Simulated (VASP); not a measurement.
Level of theory: PBE GGA with spin-orbit coupling, VASP's PBE PAW potentials (set 64) (plane waves; VASP).

A VASP calculation is set up with these files.

### POSCAR
```
ZnSe
1
    0.0000000000     2.8662991181     2.8662991181
    2.8662991181     0.0000000000     2.8662991181
    2.8662991181     2.8662991181     0.0000000000
Zn Se
1 1
Direct
  0.0000000000   1.0000000000   1.0000000000
  0.2500000000   0.2500000000   0.2500000000
```

INCAR:
```
! general
SYSTEM      =  ZnSe
PREC        =  Accurate
ENCUT       =  350
LREAL       =  .False.
LASPH       =  .True.

! electronic loop
EDIFF       =  1E-6
NELM        =  100
ALGO        =  Normal
LMAXMIX     =  4

! smearing
ISMEAR      =  0
SIGMA       =  0.05

! functional
GGA         =  PE
GGA_COMPAT  =  .False.

! spin
MAGMOM      =  6*0
LSORBIT     =  .True.

! output
LWAVE       =  .True.
LCHARG      =  .False.
```

File KPOINTS:
```
kpoints
0
G
6 6 6
0 0 0
```

POTCAR, in this order: Zn Se (PBE.64 set). Program: vasp_ncl.

Output of the run:

### OUTCAR
```
 ion  position               nearest neighbor table
   1  0.000  0.000  0.000-   2 2.48   2 2.48   2 2.48   2 2.48
   2  0.250  0.250  0.250-   1 2.48   1 2.48   1 2.48   1 2.48
  LATTYP: Found a face centered cubic cell.
 ALAT       =     5.7325982362
 Subroutine PRICEL returns:
 Original cell was already a primitive cell.
 Subroutine GETGRP returns: Found 24 space group operations
The static configuration has the point symmetry T_d .
The dynamic configuration has the point symmetry T_d .
The overall configuration has the point symmetry T_d .
 Subroutine INISYM returns: Found 24 space group operations
 Subroutine IBZKPT returns following result:
 Found     22 irreducible k-points:

 Following reciprocal coordinates:
            Coordinates               Weight
  0.000000  0.000000  0.000000      1.000000
  0.166667  0.000000  0.000000      4.000000
 -0.166667  0.000000  0.000000      4.000000
  0.333333  0.000000  0.000000      4.000000
 -0.333333  0.000000  0.000000      4.000000
  0.500000  0.000000  0.000000      4.000000
  0.166667  0.166667  0.000000      6.000000
  0.333333  0.166667  0.000000     12.000000
...
```

OSZICAR:
```
       N       E                     dE             d eps       ncg     rms          rms(c)
DAV:   1     0.981463228039E+02    0.98146E+02   -0.67412E+03  1144   0.120E+03
DAV:   2     0.224336826728E+01   -0.95903E+02   -0.92399E+02  1218   0.278E+02
DAV:   3    -0.620056995775E+01   -0.84439E+01   -0.83675E+01  1366   0.880E+01
DAV:   4    -0.633922391794E+01   -0.13865E+00   -0.13845E+00  1272   0.116E+01
DAV:   5    -0.634002923058E+01   -0.80531E-03   -0.80525E-03  1330   0.856E-01    0.471E+00
DAV:   6    -0.605854059917E+01    0.28149E+00   -0.58975E-01  1600   0.283E+01    0.355E+00
DAV:   7    -0.604778997432E+01    0.10751E-01   -0.30336E-01  1210   0.470E+00    0.150E+00
DAV:   8    -0.604809071376E+01   -0.30074E-03   -0.66885E-03  1222   0.127E+00    0.592E-01
DAV:   9    -0.604831215782E+01   -0.22144E-03   -0.12827E-03  1386   0.703E-01    0.268E-01
DAV:  10    -0.604843642548E+01   -0.12427E-03   -0.24407E-04  1238   0.137E-01    0.599E-02
DAV:  11    -0.604850211369E+01   -0.65688E-04   -0.89651E-05  1250   0.217E-01    0.148E-02
DAV:  12    -0.604851058224E+01   -0.84685E-05   -0.37404E-05  1246   0.138E-01    0.408E-03
DAV:  13    -0.604851204075E+01   -0.14585E-05   -0.59037E-06  1278   0.223E-02    0.237E-03
DAV:  14    -0.604851222416E+01   -0.18341E-06   -0.47557E-07   870   0.103E-02
   1 F= -.60485122E+01 E0= -.60485122E+01  d E =-.437048E-17  mag=     0.0000     0.0000    -0.0000
```

File OUTCAR:
```
------------------------ aborting loop because EDIFF is reached ----------------------------------------
  FORCE on cell =-STRESS in cart. coord.  units (eV):
  Direction    XX          YY          ZZ          XY          YZ          ZX
  --------------------------------------------------------------------------------------
  Total        0.0125541      0.0125541      0.0125541      0.0000000     -0.0000000      0.0000000
  in kB        0.4270715      0.4270715      0.4270715      0.0000000     -0.0000000      0.0000000
  external PRESSURE =       0.4270715 kB  Pullay stress =       0.0000000 kB
  volume of cell :       47.10
      direct lattice vectors                 reciprocal lattice vectors
     0.000000000  2.866299118  2.866299118    -0.174440971  0.174440971  0.174440971
     2.866299118  0.000000000  2.866299118     0.174440971 -0.174440971  0.174440971
     2.866299118  2.866299118  0.000000000     0.174440971  0.174440971 -0.174440971
  FREE ENERGIE OF THE ION-ELECTRON SYSTEM (eV)
  ---------------------------------------------------
  free  energy   TOTEN  =        -6.0485122242 eV

  energy  without entropy=       -6.0485122242  energy(sigma->0) =       -6.04851222

 Ion:    1  E_soc:     -0.0084726

 Ion:    2  E_soc:     -0.0368385
```
(Selected blocks of OUTCAR.)

The compound is ZnSe in the zinc blende structure. It was relaxed first.
